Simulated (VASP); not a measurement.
Here is the system:

```yaml
crystal:
  lattice:
    - [0.04786, 2.39321, 2.39321]
    - [2.39321, 0.04786, 2.39321]
    - [2.44107, 2.44107, 0.00000]
  atoms:
    - { symbol: B, position: [0.00165, 0.00165, 0.99835] }
    - { symbol: As, position: [0.24835, 0.24835, 0.25165] }
```

All values below come from r2SCAN meta-GGA, VASP's PBE PAW potentials (set 64) (plane waves; VASP). Run with 600 eV cut-off, 10×10×10 Γ-centred mesh, Gaussian smearing of 0.050 eV, potentials B As.

What does the run give for the energy per atom (σ→0)?

```yaml
energy per atom (σ→0): -11.118 eV/atom
```

The compound is BAs in the zinc blende structure. This cell was strained or had an atom moved on purpose. Symmetry was kept, so distortions that lower it aren't found.
